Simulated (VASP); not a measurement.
```xyz
2
Lattice="0.0000 2.4912 2.4912 2.4912 0.0000 2.4912 2.4912 2.4912 0.0000" Properties=species:S:1:pos:R:3 pbc="T T T"
S      0.0000     0.0000     0.0000
Re     2.4912     2.4912     2.4912
```

The base run (VASP): PBE GGA, plane waves, VASP's PBE PAW potentials (set 64). Settings: 400 eV cut-off, 8×8×8 Γ-centred mesh, Gaussian smearing of 0.050 eV, potentials S Re.

One setting is varied; ΔE counts from the base run. The base run took about 8 core-seconds. The timings are rough (shared machines, no repeats); factors under 2 mean little.

| setting | cost over the base run | electronic steps | ΔE (meV/atom) |
|---|---|---|---|
| base run | reference | 12 | 0.0 |
| AMIX = 0.05, BMIX = 1.0, IMIX = 4 | within a factor of 2 | 17 | 0.0 |
| AMIX = 0.1, BMIX = 1.0, IMIX = 4 | within a factor of 2 | 15 | 0.0 |
| AMIX = 0.1, BMIX = 3.0, IMIX = 1 | about 4 times | 46 | 0.0 |
| AMIX = 0.05, BMIX = 0.0001, IMIX = 1 | about 5 times | 77 | 0.0 |

Left out are runs that failed, have no time on record or changed the cell.

The structure was generated: ReS was put into the rocksalt type (Fm-3m), which need not be its known phase. The cell was not relaxed at this level.
